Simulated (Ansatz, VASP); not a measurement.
# SiGe in two plane-wave programs

Wanted: the spread between two codes on one cell, functional and k mesh. The cell is generated by rule, not measured, and may not be a known phase. The cell is taken from a series of runs on this material, whose earlier steps may have relaxed, scaled, displaced or heated it; both programs get it as it stands.

Program: Ansatz 0.2.0. Level of theory: plane waves, with VASP 6.6.1 beside it; single point at PBEsol. Results are calculated unless marked as measured.

The structure was built from a prototype and need not be the compound's stable phase.

### 1. Set-up

The structure is tetragonal, space group P4/nmm (No. 129). Conventional cell: a = 4.527 Å, b = 4.527 Å, c = 3.201 Å, α = 90.00°, β = 90.00°, γ = 90.00°. Si has 8 Ge at 2.69 to 2.86 Å nearest. Nearest to Ge lie 8 Si at 2.69 to 2.86 Å. Farther neighbours are not listed.

### 2. VASP: single point, PBEsol, pair 1

With cell and atoms fixed, the geometry can't cause a difference; cores, projectors, grids and the points listed under the comparison can.

Lines of VASP's logs that name or quote its potential files are left out, and so is its time.

INCAR

```
SYSTEM = SiGe
PREC = Accurate
ENCUT = 500
EDIFF = 1E-06
NELM = 120
ISMEAR = 1
SIGMA = 0.15
LREAL = .FALSE.
ALGO = Normal
GGA = PS
NBANDS = 24
LORBIT = 11
LWAVE = .FALSE.
LCHARG = .FALSE.
ISIF = 2
LASPH = .TRUE.
GGA_COMPAT = .FALSE.
KPAR = 2
```

POSCAR

```
SiGe
1.0
   -3.2009885226      0.0000000000      0.0000000000
    0.0000000000     -3.2009885226     -3.2009885226
    0.0000000000     -3.2009885226      3.2009885226
Si Ge
2 2
Direct
    0.0000000000      0.5000000000      0.5000000000
    0.0000000000      0.0000000000      0.0000000000
    0.4562635108      0.0000000000      0.5000000000
    0.5437364892      0.5000000000      0.0000000000
```

KPOINTS

```
Automatic mesh
0
Gamma
12 8 8
0 0 0
```

PAW data sets: Si and Ge_d (PBE family, release 64).

Run with:

```console
mpirun -np 2 vasp_std
```

Numbers of over 12 decimals in the logs are rounded to 6 here.

Output:

```text
[banner, memory and clock lines left out]
running    2 mpi-ranks, on    1 nodes
 distrk:  each k-point on    1 cores,    2 groups
 distr:  one band on    1 cores,    1 groups

 POSCAR found type information on POSCAR SiGe
 POSCAR found :  2 types and       4 ions
|                                                                             |
|               ----> ADVICE to this user running VASP <----                  |
|                                                                             |
|     You enforced a specific xc type in the INCAR file but a different       |
|     [... a line on the potential file left out ...]
|     I HOPE YOU KNOW WHAT YOU ARE DOING!                                     |
|                                                                             |

 LDA part: xc-table for (Slater+PW92), standard interpolation
 POSCAR, INCAR and KPOINTS ok, starting setup
 FFT: planning ... GRIDC
 FFT: planning ... GRID_SOFT
 FFT: planning ... GRID
 WAVECAR not read
 entering main loop
       N       E                     dE             d eps       ncg     rms          rms(c)
DAV:   1     0.243454099780E+03    0.24345E+03   -0.17369E+04  5856   0.344E+03
DAV:   2     0.167569190839E+02   -0.22670E+03   -0.22048E+03  5096   0.680E+02
DAV:   3    -0.186511449474E+02   -0.35408E+02   -0.35078E+02  6128   0.150E+02
DAV:   4    -0.197940905915E+02   -0.11429E+01   -0.11406E+01  5872   0.296E+01
DAV:   5    -0.198193148488E+02   -0.25224E-01   -0.25222E-01  6376   0.493E+00    0.380E+00
DAV:   6    -0.197517289712E+02    0.67586E-01   -0.61946E-02  7088   0.368E+00    0.206E+00
DAV:   7    -0.197222500273E+02    0.29479E-01   -0.40809E-02  6992   0.231E+00    0.162E-01
DAV:   8    -0.197214641482E+02    0.78588E-03   -0.33582E-03  6872   0.896E-01    0.101E-01
DAV:   9    -0.197214360034E+02    0.28145E-04   -0.14986E-04  6488   0.125E-01    0.168E-02
DAV:  10    -0.197214349531E+02    0.10502E-05   -0.11137E-05  5664   0.232E-02    0.122E-02
DAV:  11    -0.197214356143E+02   -0.66117E-06   -0.98540E-07  3896   0.778E-03
   1 F= -.19721436E+02 E0= -.19721764E+02  d E =0.984584E-03
```

From OUTCAR (step 2):

```text
ion  position               nearest neighbor table
   1  0.000  0.500  0.500-   3 2.69   4 2.69   4 2.69   3 2.69   4 2.86   4 2.86   3 2.86   3 2.86

  LATTYP: Found a simple tetragonal cell.
 ALAT       =     4.5268813817
 C/A-ratio  =     0.7071067812

 Subroutine GETGRP returns: Found 16 space group operations
 (whereof  8 operations were pure point group operations)

The static configuration has the point symmetry D_2d.
 The point group associated with its full space group is D_4h.

 Found    105 irreducible k-points:

   k-points           NKPTS =    105   k-points in BZ     NKDIM =    105   number of bands    NBANDS=     24

   dimension x,y,z NGX =    24 NGY =   36 NGZ =   36
   dimension x,y,z NGXF=    48 NGYF=   72 NGZF=   72

   ENCUT  =  500.0 eV  36.75 Ry    6.06 a.u.   5.84  8.25  8.25*2*pi/ulx,y,z

   NELECT =      36.0000    total number of electrons

 k-points in reciprocal lattice and weights: Automatic mesh
   0.00000000  0.00000000  0.00000000       0.001
   0.08333333  0.00000000  0.00000000       0.003
   0.16666667  0.00000000  0.00000000       0.003
   0.25000000  0.00000000  0.00000000       0.003
   0.33333333  0.00000000  0.00000000       0.003
   0.41666667  0.00000000  0.00000000       0.003
   0.50000000  0.00000000  0.00000000       0.001
   0.00000000  0.12500000  0.00000000       0.005
   0.08333333  0.12500000  0.00000000       0.010
[...]
0.41666667  0.50000000  0.50000000       0.003
   0.50000000  0.50000000  0.50000000       0.001

 average (electrostatic) potential at core
       1 -81.3756       2 -81.3756       3 -70.6759       4 -70.6759

 E-fermi :   8.3039

 k-point     1 :       0.0000    0.0000    0.0000
  band No.  band energies     occupation
    ...
     15       2.3093      2.00000
     16       7.5958      2.00000
     17       7.7628      2.00000
     18       7.7628      2.00000
     19       7.9043      2.00108
     20      11.3544      0.00000
     21      11.6925      0.00000
     22      12.9734      0.00000
     23      14.0501      0.00000
     24      15.8222      0.00000

 k-point     2 :       0.0833    0.0000    0.0000
  band No.  band energies     occupation
    ...
     14       2.4112      2.00000
     15       2.4112      2.00000
     16       6.1637      2.00000
     17       7.8571      2.00021
     18       7.8571      2.00021
     19       8.6358     -0.00758
     20      11.7852      0.00000
     21      11.9012      0.00000
     22      12.2450      0.00000
     23      13.4385      0.00000
    ...

 k-point     3 :       0.1667    0.0000    0.0000
  band No.  band energies     occupation
    ...
     14       2.7164      2.00000
     15       2.7164      2.00000
     16       4.3702      2.00000
     17       8.1342      2.06784
     18       8.1342      2.06784
     19       9.1083     -0.00000
     20      10.8123     -0.00000
     21      10.8497     -0.00000
     22      12.0618      0.00000
     23      12.2379      0.00000
    ...

  Total       -0.1169722      0.1625309      0.1625309      0.0000000      0.0000000      0.0000000
  in kB       -2.8570048      3.9697581      3.9697581      0.0000000      0.0000000      0.0000000
  external PRESSURE =       1.6941705 kB  Pullay stress =       0.0000000 kB

  energy-cutoff  :      500.00
  volume of cell :       65.60
      direct lattice vectors                 reciprocal lattice vectors
    -3.200988523  0.000000000  0.000000000    -0.312403494  0.000000000  0.000000000
     0.000000000 -3.200988523 -3.200988523     0.000000000 -0.156201747 -0.156201747
     0.000000000 -3.200988523  3.200988523     0.000000000 -0.156201747  0.156201747

 POSITION                                       TOTAL-FORCE (eV/Angst)
 -----------------------------------------------------------------------------------
      0.00000     -3.20099      0.00000         0.000000     -0.000000     -0.000000
      0.00000      0.00000      0.00000         0.000000     -0.000000     -0.000000
     -1.46049     -1.60049      1.60049         0.168255      0.000000      0.000000
     -1.74049     -1.60049     -1.60049        -0.168255     -0.000000     -0.000000
 -----------------------------------------------------------------------------------
    total drift:                               -0.000000     -0.000000     -0.000000

  FREE ENERGIE OF THE ION-ELECTRON SYSTEM (eV)
  ---------------------------------------------------
  free  energy   TOTEN  =       -19.7214356143 eV

  energy  without entropy=      -19.7224201982  energy(sigma->0) =      -19.72176381

 total charge
# of ion       s       p       d       tot
------------------------------------------
    1        0.865   0.675   0.000   1.541
    2        0.865   0.675   0.000   1.541
    3        1.229   0.998  10.056  12.283
    4        1.229   0.998  10.056  12.283
--------------------------------------------------
tot          4.188   3.347  20.112  27.647

[... 3 further parts left out ...]
```

The run ends at a pressure of 0.17 GPa, with forces up to 0.17 eV/Å.

### 3. Ansatz: single point, PBEsol, pair 1

Ansatz runs on its default PAW (the set named soft_2) files.

The same cell, functional, mesh and smearing now go to Ansatz, which takes its cutoff from its data sets.

input.yaml

```yaml
crystal:
  lattice:
    - [-3.2009885226, 0.0, 0.0]
    - [0.0, -3.2009885226, -3.2009885226]
    - [0.0, -3.2009885226, 3.2009885226]
  atoms:
    - { symbol: Si, position: [0.0, 0.5, 0.5] }
    - { symbol: Si, position: [0.0, 0.0, 0.0] }
    - { symbol: Ge, position: [0.4562635108, 0.0, 0.5] }
    - { symbol: Ge, position: [0.5437364892, 0.5, 0.0] }
kpoints:
  mp_grid: { grid: [12, 8, 8] }
hamiltonian:
  xc: pbesol
scf:
  occupations: { method: methfessel_paxton, width: 0.15 }
output:
  forces: true
  stress: true
  eigenvalues: true
  write_density: true
  write_potential: true
  elf: true
  volumetric_format: npy
```

Run with:

```console
ansatz run input.yaml --threads 4 --pin off --max-ram 7168MiB --backend cpu --events-out ev --progress --plain --runs-dir out
```

Output:

```text
Engine: ansatz 0.2.0, aarch64-unknown-linux-gnu
Pseudopotentials: kind: paw
Pseudopotential: Si, paw, valence charge 4, recommended cutoff 420 eV (normal), Si.paw.azcp
Pseudopotential: Ge, paw, valence charge 14, recommended cutoff 420 eV (normal), Ge.paw.azcp
Functional definition: PBEsol
  exchange = pbesol_x
  correlation = pbesol_c
Crystal: 4 atoms, lattice volume = 65.597 Å³
Basis set: ecut = 420 eV, 1275 PW (Γ), exchange–correlation on 48×64×64 points (8 copies of the dense FFT grid, shifted against one another)
Bands: 22, of which v1, the nominal top of the filled ones, is band 18 counted from 1 (17 counted from 0)
Symmetry: 16 space group operations
Space group: P4/nmm (ITA 129), of the structure as read, at distance tolerance 4.0e-5 Å
k-points: 105 of 768
Non-local potential: Si, projectors of the file, l = 0: 2, l = 1: 2, l = 2: 2
Non-local potential: Ge, projectors of the file, l = 0: 2, l = 1: 2, l = 2: 3, l = 3: 1
PAW form: soft (Blöchl's): semilocal exchange-correlation on the pseudo side does not see the compensation charge
PAW frozen core: Si, regenerated for the run's functional, and the local potential with it (the file was generated under x = pbe(κ = 0.804, μ = 0.219515), c = pbe(β = 0.066725))
PAW frozen core: Ge, regenerated for the run's functional, and the local potential with it (the file was generated under x = pbe(κ = 0.804, μ = 0.219515), c = pbe(β = 0.066725))
PAW one-centre angular grid: Si, 110 points (default); XC on 64 Gauss nodes
PAW one-centre angular grid: Ge, 590 points (default); XC on 64 Gauss nodes
Initial density: superposition of atomic densities (neutral atoms: chi_scale 0, normalization atom), corrected by the library's trained network
Initial wavefunctions: pseudopotential atomic-orbital guess
Functional: x = pbesol(κ = 0.804, μ = 0.123457), c = pbesol(β = 0.046)
SCF iter   1: F=—  HF=-9748.341518 eV  |F-HF|=—  |Δ(HF+E_count)|=         —  Δρ=1.78e-3  dr2=2.56e-3  ethr=1.77e-3  ⟨swp⟩=5.6  Hψ=22580  notcnv=0
automatic band count: the SCF goes on with 26 bands, as 22 were too few: the levels above may hold too much charge
preconditioner: auto → Kerker (q_TF=auto, 2.469 Å⁻¹)  [metal: Δε(μ)=0.073 eV  Ē_g=20.205 eV  σ=0.150 eV  W_gap=0.40  n_scr=18 (ndim 8)  ℏωp=27.5 eV  f_vac=0.000  D(μ)=1.93/eV (n_scr^D=10)]
SCF iter   2: F=—  HF=-9748.340146 eV  |F-HF|=—  |Δ(HF+E_count)|=   1.37e-3  S|Δr|=    0.00e0  Δρ=1.13e-3  dr2=1.09e-3  ethr=7.12e-6  ⟨swp⟩=1.3  Hψ=3848  notcnv=0
SCF iter   3: F=—  HF=-9748.339871 eV  |F-HF|=—  |Δ(HF+E_count)|=   2.75e-4  S|Δr|=    0.00e0  Δρ=4.01e-4  dr2=4.48e-5  ethr=3.03e-6  ⟨swp⟩=2.0  Hψ=4368  notcnv=0
SCF iter   4: F=—  HF=-9748.339876 eV  |F-HF|=—  |Δ(HF+E_count)|=   5.07e-6  S|Δr|=    0.00e0  Δρ=2.97e-4  dr2=3.13e-5  ethr=1.25e-7  ⟨swp⟩=2.0  Hψ=4376  notcnv=0
SCF iter   5: F=—  HF=-9748.339805 eV  |F-HF|=—  |Δ(HF+E_count)|=   7.17e-5  S|Δr|=    0.00e0  Δρ=2.39e-5  dr2=3.14e-7  ethr=8.68e-8  ⟨swp⟩=2.0  Hψ=4341  notcnv=0
SCF iter   6: F=-9748.339796 eV  HF=-9748.339796 eV  |F-HF|=1.40e-8  |Δ(HF+E_count)|=   8.11e-6  S|Δr|=    0.00e0  Δρ=5.37e-6  dr2=1.63e-8  ethr=2.78e-10  ⟨swp⟩=10.6  Hψ=18230  notcnv=0
SCF 1 converged in 6 iterations: F = -9748.339796 eV  dr2 = 1.63e-8
  greatest PAW one-centre occupation: 0.998 electrons in one spin orbital (limit 2), on the Ge atom at site 3 (counted from 0), in its partial waves of l = 2
SCF converged after 6 iterations
Stability not checked: this state was not tested for a lower state beside it, because cold or Methfessel-Paxton smearing, or corrected tetrahedra, fill the levels in a way that the test cannot read (fill_not_monotonic; see scf.lower_state_search)
Free energy (F): -9748.339796 eV
Harris-Foulkes:  -9748.339796 eV  (|F-HF|=1.40e-8)
Internal energy: -9748.340780 eV  (E = F + TS)
E sigma→0 (E₀):  -9748.340042 eV
Entropy (-TS):   0.000984 eV (0.246 meV/atom)
Fermi energy:    11.022550 eV
--- Per-component energies (eV) ---
  E_band       = -182.639485
  E_kinetic    = 302.336268
  E_local      = -4711.797614  (includes V_loc(G=0)·N_el)
  E_nonlocal   = 887.077711
  E_hartree    = 2092.824120
  E_xc         = -261.562616
  E_vxc        = -225.732290  (∫ρ·V_xc dr)
  E_paw        = -4949.290281  (= ΣΔE_a)
  E_vpaw       = -620.180399  (= ΣTr[D̂ρ^β])
  E_aug_tail   = 0.000617  (compensation charges beyond the density's cutoff)
  E_ewald      = -3109.827979
  E_core_change = 1.898994  (= ΣΔE_core)
  E_smearing   = 0.000984  (= −TS)
  E_closure    = -0.000000  (closes the sum)
  Σ components = -9748.339796   (vs F -9748.339796, Δ=0.00e0)
--- Forces (eV/Å), atoms counted from 1 ---
  atom   1  Si     0.00000000    -0.00000000     0.00000000
  atom   2  Si     0.00000000    -0.00000000    -0.00000000
  atom   3  Ge     0.16557475    -0.00000000    -0.00000000
  atom   4  Ge    -0.16557475     0.00000000     0.00000000
  max |Σ_I F_I| component: 1.39e-17 eV/Å
--- Stress (GPa, compression-positive) ---
       -0.262362      -0.000000       0.000000
       -0.000000       0.425030       0.000000
        0.000000       0.000000       0.425030
  P = ⅓ Tr σ = 0.1959 GPa (1.959 kbar)
--- Band table (eV; the first three rows and the last of 105) ---
  k-point 0: bands = [... 14 lower, 5.0320, 10.3096, 10.4829, 10.4829, 10.6243, 14.0690, 14.4045, 15.6882, ... 4 higher]
  k-point 1: bands = [... 14 lower, 6.4709, 9.0012, 9.9057, 10.7340, 11.6768, 14.4446, 15.1847, 15.3973, ... 4 higher]
  k-point 2: bands = [... 14 lower, 7.6952, 8.4809, 8.8129, 11.0629, 12.5879, 14.4121, 15.6838, 16.5012, ... 4 higher]
  k-point 104: bands = [... 14 lower, 5.0810, 5.0810, 5.1215, 5.1215, 15.6522, 15.6522, 16.3444, 16.3444, ... 4 higher]
```

The run ends at a pressure of 0.20 GPa, with forces up to 0.17 eV/Å.

### 4. Differences

Known differences besides the potentials themselves: the cutoff is 420 eV in Ansatz and 500 eV in VASP; Ansatz makes its cores anew for this functional, VASP keeps those of its PBE data sets. Total energies have different zeros and are not compared.

Compared:

```
      quantity  Ansatz  VASP  difference
pressure (GPa)    0.20  0.17       +0.03
```

Forces (eV/Å; atoms numbered as in POSCAR):

```
atom        Ansatz x, y, z          VASP x, y, z
 Si1   0.000, 0.000, 0.000   0.000, 0.000, 0.000
 Si2   0.000, 0.000, 0.000   0.000, 0.000, 0.000
 Ge3   0.166, 0.000, 0.000   0.168, 0.000, 0.000
 Ge4  -0.166, 0.000, 0.000  -0.168, 0.000, 0.000
```

The forces differ by 1.1 meV/Å r.m.s., which is 1.6 % of the r.m.s. force of 0.069 eV/Å (both taken over all components).

### 5. Ansatz: single point, PBEsol, pair 2

With cell and atoms fixed, the geometry can't cause a difference; cores, projectors, grids and the points listed under the comparison can.

The cell is taken from a series of runs on this material, whose earlier steps may have relaxed, scaled, displaced or heated it; both programs get it as it stands.

input.yaml, the sections that differ from step 3:

```yaml
crystal:
  lattice:
    - [-3.2009885226, 0.0, 0.0]
    - [0.0, -3.2009885226, -3.2009885226]
    - [0.0, -3.2009885226, 3.2009885226]
  atoms:
    - { symbol: Si, position: [0.0, 0.5, 0.5] }
    - { symbol: Si, position: [0.0, 0.0, 0.0] }
    - { symbol: Ge, position: [0.4312712312, 0.0, 0.5] }
    - { symbol: Ge, position: [0.5687287688, 0.5, 0.0] }
output:
  forces: true
  stress: true
  eigenvalues: true
# kpoints, hamiltonian, scf: as in step 3
```

Output:

```text
[...]
Crystal: 4 atoms, lattice volume = 65.597 Å³
Basis set: ecut = 420 eV, 1275 PW (Γ), exchange–correlation on 48×64×64 points (8 copies of the dense FFT grid, shifted against one another)
Bands: 22, of which v1, the nominal top of the filled ones, is band 18 counted from 1 (17 counted from 0)
Symmetry: 16 space group operations
[...]
k-points: 105 of 768
[...]
k-point 0: bands = [... 14 lower, 5.0099, 10.3279, 10.4257, 10.4257, 10.7661, 13.7337, 14.3904, 15.6716, ... 4 higher]
  k-point 1: bands = [... 14 lower, 6.4438, 8.9866, 9.8572, 10.8743, 11.6117, 14.1516, 15.1589, 15.4022, ... 4 higher]
  k-point 2: bands = [... 14 lower, 7.6759, 8.4405, 8.7742, 11.1995, 12.4206, 14.5338, 15.4588, 16.4396, ... 4 higher]
  k-point 104: bands = [... 14 lower, 5.1302, 5.1302, 5.2191, 5.2191, 15.5859, 15.5859, 16.4548, 16.4548, ... 4 higher]
[key lines of the parts left out:]
SCF converged after 6 iterations
Free energy (F): -9748.371581 eV
Fermi energy:    11.014334 eV
P = ⅓ Tr σ = 0.5744 GPa (5.744 kbar)
```

The run ends at a pressure of 0.57 GPa, with forces up to 0.22 eV/Å.

### 6. VASP: single point, PBEsol, pair 2

The same cell, functional, mesh and smearing now go to VASP, with its own data sets.

INCAR is that of step 2.

POSCAR, as its differences from that of step 2:

```diff
@@ -10,3 +10,3 @@
     0.0000000000      0.0000000000      0.0000000000
-    0.4562635108      0.0000000000      0.5000000000
-    0.5437364892      0.5000000000      0.0000000000
+    0.4312712312      0.0000000000      0.5000000000
+    0.5687287688      0.5000000000      0.0000000000
```

KPOINTS is that of step 2.

Run with:

```console
mpirun -np 2 vasp_std
```

Output:

```text
[banner, memory and clock lines left out]
running    2 mpi-ranks, on    1 nodes
[...]
[... a notice as in an earlier step ...]

 LDA part: xc-table for (Slater+PW92), standard interpolation
 POSCAR, INCAR and KPOINTS ok, starting setup
[...]
entering main loop
       N       E                     dE             d eps       ncg     rms          rms(c)
DAV:   1     0.243706145450E+03    0.24371E+03   -0.17342E+04  5856   0.345E+03
DAV:   2     0.164099932393E+02   -0.22730E+03   -0.22084E+03  5120   0.671E+02
DAV:   3    -0.187208818717E+02   -0.35131E+02   -0.34781E+02  6240   0.149E+02
DAV:   4    -0.198314740497E+02   -0.11106E+01   -0.11084E+01  5832   0.295E+01
[...]
DAV:   9    -0.197535280923E+02    0.37787E-04   -0.19652E-04  6176   0.114E-01    0.163E-02
DAV:  10    -0.197535272333E+02    0.85902E-06   -0.20767E-05  6024   0.400E-02    0.138E-02
DAV:  11    -0.197535275495E+02   -0.31618E-06   -0.18650E-06  4360   0.180E-02
   1 F= -.19753528E+02 E0= -.19753866E+02  d E =0.101460E-02
```

OUTCAR, selected parts (step 6):

```text
  Total       -0.2413502      0.4637889      0.4637889      0.0000000      0.0000000     -0.0000000
  in kB       -5.8948917     11.3278790     11.3278790      0.0000000      0.0000000     -0.0000000
  external PRESSURE =       5.5869554 kB  Pullay stress =       0.0000000 kB

 POSITION                                       TOTAL-FORCE (eV/Angst)
 -----------------------------------------------------------------------------------
      0.00000     -3.20099      0.00000         0.000000     -0.000000     -0.000000
      0.00000      0.00000      0.00000         0.000000     -0.000000     -0.000000
     -1.38049     -1.60049      1.60049         0.218530      0.000000      0.000000
     -1.82049     -1.60049     -1.60049        -0.218530     -0.000000      0.000000
 -----------------------------------------------------------------------------------
    total drift:                               -0.000000     -0.000000     -0.000000

  FREE ENERGIE OF THE ION-ELECTRON SYSTEM (eV)
  ---------------------------------------------------
  free  energy   TOTEN  =       -19.7535275495 eV

  energy  without entropy=      -19.7545421451  energy(sigma->0) =      -19.75386575

[... 2 parts as in an earlier step ...]

[... 1 further part left out ...]
[key lines of the parts left out:]
E-fermi :   8.2963
```

The run ends at a pressure of 0.56 GPa, with forces up to 0.22 eV/Å.

[end of part 1 of 2]

[Lines on the potential files, build, host, timing and source positions are cut from VASP's logs without a mark.]

[Logs are printed without paths, hosts, clocks, repeated set-up lines and the standing remarks that a program may print on its own settings, such as how far it seeks lower states.]

[Hosts, paths, dates, database ids (printed as entryN), source tags and the programs' standing remarks are cut or masked in the printed files.]
